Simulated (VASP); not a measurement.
An input for Quantum ESPRESSO's pw.x (written as the equivalent of a VASP run, and not itself run):

```
&CONTROL
  calculation = 'vc-relax'
  pseudo_dir = './pseudo'
  outdir = './out'
  tprnfor = .true.
  tstress = .true.
  nstep = 60
  forc_conv_thr = 0.00078
/
&SYSTEM
  ibrav = 0
  nat = 8
  ntyp = 3
  ecutwfc = 84
  occupations = 'smearing'
  smearing = 'gaussian'
  degauss = 0.003675
  input_dft = 'pbesol'
/
&ELECTRONS
  conv_thr = 7.3e-08
  electron_maxstep = 100
/
&IONS
/
&CELL
/
ATOMIC_SPECIES
  In 114.818 In.upf
  N 14.007 N.upf
  Ga 69.723 Ga.upf
CELL_PARAMETERS angstrom
     1.6778690   -2.9061543   -0.0000000
     1.6778690    2.9061543    0.0000000
    -0.0000000   -0.0000000   10.9832298
ATOMIC_POSITIONS crystal
  In   0.6666670  0.3333330  0.2606001
  In   0.3333330  0.6666670  0.9905114
  N    0.6666670  0.3333330  0.4587150
  N    0.3333330  0.6666670  0.1854082
  N    0.6666670  0.3333330  0.9166057
  N    0.3333330  0.6666670  0.6886810
  Ga   0.6666670  0.3333330  0.7416652
  Ga   0.3333330  0.6666670  0.5118135
K_POINTS automatic
  7 7 2 0 0 0
```

Task: Translate this input to VASP (INCAR, KPOINTS, POSCAR, choice of POTCAR).

Result: This is not unique; one that fits is 
INCAR:
```
# general
SYSTEM  = Ga2In2N4
PREC    = Accurate
ENCUT   = 520
LREAL   = .FALSE.
LASPH   = .TRUE.

# electronic loop
EDIFF   = 1E-6
NELM    = 100
ALGO    = Normal
LMAXMIX = 4

# smearing
ISMEAR  = 0
SIGMA   = 0.05

# functional
GGA     = PS

# ions
IBRION  = 2
NSW     = 60
ISIF    = 3
EDIFFG  = -0.02

# output
LWAVE   = .FALSE.
LCHARG  = .FALSE.
```

**KPOINTS**
```
Automatic mesh
0
gamma
  7 7 2
0 0 0
```

File POSCAR:
```
Ga2In2N4
1
    1.6778690263    -2.9061543338    -0.0000000000
    1.6778690263     2.9061543338     0.0000000000
   -0.0000000000    -0.0000000000    10.9832298495
In N Ga
2 4 2
Direct
  0.6666670000   0.3333330000   0.2606000558
  0.3333330000   0.6666670000   0.9905113591
  0.6666670000   0.3333330000   0.4587150231
  0.3333330000   0.6666670000   0.1854081834
  0.6666670000   0.3333330000   0.9166056765
  0.3333330000   0.6666670000   0.6886810204
  0.6666670000   0.3333330000   0.7416651521
  0.3333330000   0.6666670000   0.5118135296
```

POTCAR, in this order: In_d N Ga_d (PBE.64 set). Program: vasp_std.

The two are equivalent in intent, not identical: the potentials are each code's own (VASP's PAW set, PseudoDojo norm-conserving files in pw.x), so ENCUT and ecutwfc are chosen apart and not converted; conv_thr bounds pw.x's estimated SCF error, while EDIFF bounds the energy change between steps; forc_conv_thr acts on force components and is met together with etot_conv_thr.

The structure was generated: Ga2In2N4 was put into an ordered model structure (P3m1), which need not be its known phase. This run relaxes it. Symmetry was kept, so distortions that lower it aren't found. The start is the result of an earlier pass.
